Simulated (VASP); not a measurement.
Output of a VASP run:

**OUTCAR**
```
 ion  position               nearest neighbor table
   1  0.000  0.000  0.000-
  LATTYP: Found a simple cubic cell.
 ALAT       =     2.6757320000
 Subroutine PRICEL returns:
 Original cell was already a primitive cell.
 Subroutine GETGRP returns: Found 48 space group operations
The static configuration has the point symmetry O_h .
The dynamic configuration has the point symmetry O_h .
 Subroutine INISYM returns: Found 48 space group operations
 Subroutine IBZKPT returns following result:
 Found     56 irreducible k-points:

 Following reciprocal coordinates:
            Coordinates               Weight
  0.000000  0.000000  0.000000      1.000000
  0.100000  0.000000  0.000000      6.000000
  0.200000  0.000000  0.000000      6.000000
  0.300000  0.000000  0.000000      6.000000
  0.400000  0.000000  0.000000      6.000000
  0.500000  0.000000  0.000000      3.000000
  0.100000  0.100000  0.000000     12.000000
  0.200000  0.100000  0.000000     24.000000
  0.300000  0.100000  0.000000     24.000000
  0.400000  0.100000  0.000000     24.000000
  0.500000  0.100000  0.000000     12.000000
  0.200000  0.200000  0.000000     12.000000
  0.300000  0.200000  0.000000     24.000000
  0.400000  0.200000  0.000000     24.000000
  0.500000  0.200000  0.000000     12.000000
  0.300000  0.300000  0.000000     12.000000
  0.400000  0.300000  0.000000     24.000000
  0.500000  0.300000  0.000000     12.000000
  0.400000  0.400000  0.000000     12.000000
  0.500000  0.400000  0.000000     12.000000
  0.500000  0.500000  0.000000      3.000000
  0.100000  0.100000  0.100000      8.000000
  0.200000  0.100000  0.100000     24.000000
  0.300000  0.100000  0.100000     24.000000
  0.400000  0.100000  0.100000     24.000000
  0.500000  0.100000  0.100000     12.000000
  0.200000  0.200000  0.100000     24.000000
  0.300000  0.200000  0.100000     48.000000
  0.400000  0.200000  0.100000     48.000000
  0.500000  0.200000  0.100000     24.000000
  0.300000  0.300000  0.100000     24.000000
  0.400000  0.300000  0.100000     48.000000
  0.500000  0.300000  0.100000     24.000000
  0.400000  0.400000  0.100000     24.000000
  0.500000  0.400000  0.100000     24.000000
  0.500000  0.500000  0.100000      6.000000
  0.200000  0.200000  0.200000      8.000000
  0.300000  0.200000  0.200000     24.000000
  0.400000  0.200000  0.200000     24.000000
  0.500000  0.200000  0.200000     12.000000
   k-points           NKPTS =     56   k-points in BZ     NKDIM =     56   number of bands    NBANDS=      9
   number of dos      NEDOS =    301   number of ions     NIONS =      1
   total plane-waves  NPLWV =   5832
   dimension x,y,z NGX =    18 NGY =   18 NGZ =   18
   dimension x,y,z NGXF=    36 NGYF=   36 NGZF=   36
   ions per type =               1
   PREC   = accura    normal or accurate (medium, high low for compatibility)
   ISTART =      0    job   : 0-new  1-cont  2-samecut
   ICHARG =      2    charge: 1-file 2-atom 10-const
   ISPIN  =      1    spin polarized calculation?
   LNONCOLLINEAR =      F non collinear calculations
   LSORBIT =      F    spin-orbit coupling
   INIWAV =      1    electr: 0-lowe 1-rand  2-diag
   ENCUT  =  400.0 eV  29.40 Ry    5.42 a.u.   4.36  4.36  4.36*2*pi/ulx,y,z
   NELM   =    100;   NELMIN=  2; NELMDL= -5     # of ELM steps
   EDIFF  = 0.1E-05   stopping-criterion for ELM
   LREAL  =      F    real-space projection
   NLSPLINE    = F    spline interpolate recip. space projectors
   LMAXMIX     =    4 max onsite mixed and CHGCAR
   VOSKOWN=      0    Vosko Wilk Nusair interpolation
   EDIFFG = 0.1E-04   stopping-criterion for IOM
   NSW    =      0    number of steps for IOM
   NBLOCK =      1;   KBLOCK =      1    inner block; outer block
   IBRION =     -1    ionic relax: 0-MD 1-quasi-New 2-CG
   NFREE  =      0    steps in history (QN), initial steepest desc. (CG)
...
```

File OSZICAR:
```
       N       E                     dE             d eps       ncg     rms          rms(c)
DAV:   1     0.324897617335E+02    0.32490E+02   -0.47250E+03  1136   0.852E+02
DAV:   2    -0.230859612062E+01   -0.34798E+02   -0.32281E+02  1032   0.171E+02
DAV:   3    -0.256594433529E+01   -0.25735E+00   -0.25729E+00  1181   0.180E+01
DAV:   4    -0.256663813003E+01   -0.69379E-03   -0.69379E-03  1093   0.838E-01
DAV:   5    -0.256664371666E+01   -0.55866E-05   -0.55857E-05  1177   0.746E-02    0.468E+00
DAV:   6    -0.236283287225E+01    0.20381E+00   -0.95588E-01  1030   0.105E+01    0.311E+00
DAV:   7    -0.235483634314E+01    0.79965E-02   -0.84856E-03  1036   0.953E-01    0.173E+00
DAV:   8    -0.235185422787E+01    0.29821E-02   -0.91795E-04  1044   0.284E-01    0.524E-02
DAV:   9    -0.235186503536E+01   -0.10807E-04   -0.12226E-05  1085   0.344E-02    0.114E-02
DAV:  10    -0.235187103055E+01   -0.59952E-05   -0.47656E-06  1067   0.241E-02    0.306E-03
DAV:  11    -0.235187073169E+01    0.29886E-06   -0.14629E-07   529   0.422E-03
   1 F= -.23518707E+01 E0= -.23515041E+01  d E =-.110000E-02
```

**OUTCAR**
```
------------------------ aborting loop because EDIFF is reached ----------------------------------------
  FORCE on cell =-STRESS in cart. coord.  units (eV):
  Direction    XX          YY          ZZ          XY          YZ          ZX
  --------------------------------------------------------------------------------------
  Total        0.7866629      0.7866629      0.7866629      0.0000000      0.0000000     -0.0000000
  in kB       65.7917478     65.7917478     65.7917478      0.0000000      0.0000000     -0.0000000
  external PRESSURE =      65.7917478 kB  Pullay stress =       0.0000000 kB
  volume of cell :       19.16
      direct lattice vectors                 reciprocal lattice vectors
     2.675732000  0.000000000  0.000000000     0.373729507  0.000000000  0.000000000
     0.000000000  2.675732000  0.000000000     0.000000000  0.373729507  0.000000000
     0.000000000  0.000000000  2.675732000     0.000000000  0.000000000  0.373729507
 POSITION                                       TOTAL-FORCE (eV/Angst)
 -----------------------------------------------------------------------------------
      0.00000      0.00000      0.00000         0.000000      0.000000      0.000000
 -----------------------------------------------------------------------------------
    total drift:                               -0.000000      0.000000      0.000000
  FREE ENERGIE OF THE ION-ELECTRON SYSTEM (eV)
  ---------------------------------------------------
  free  energy   TOTEN  =        -2.3518707317 eV

  energy  without entropy=       -2.3507707357  energy(sigma->0) =       -2.35150407
```
(Selected blocks of OUTCAR.)

### POSCAR
```
Ag
1
    2.6757320000     0.0000000000     0.0000000000
    0.0000000000     2.6757320000     0.0000000000
    0.0000000000     0.0000000000     2.6757320000
Ag
1
Direct
  0.0000000000   0.0000000000   0.0000000000
```

Problem. Reconstruct the remaining input files.

Solution. One answer among several that fit: the input of the run itself, PBE GGA, plane waves, VASP's PBE PAW potentials (set 64).

### INCAR
```
SYSTEM = Ag
PREC = Accurate; ENCUT = 400; LREAL = .FALSE.
LASPH = .TRUE.
EDIFF = 1E-6; NELM = 100; ALGO = Normal
LMAXMIX = 4
ISMEAR = 1; SIGMA = 0.1
GGA = PE
ISIF = 2
LWAVE = .FALSE.; LCHARG = .FALSE.
```

### KPOINTS
```
Automatic mesh
0
Gamma
10 10 10
0 0 0
```

POTCAR, in this order: Ag (PBE.64 set). Program: vasp_std.

The structure was generated: Ag was put into the simple-cubic type (Pm-3m), which need not be its known phase. The cell was not relaxed at this level.
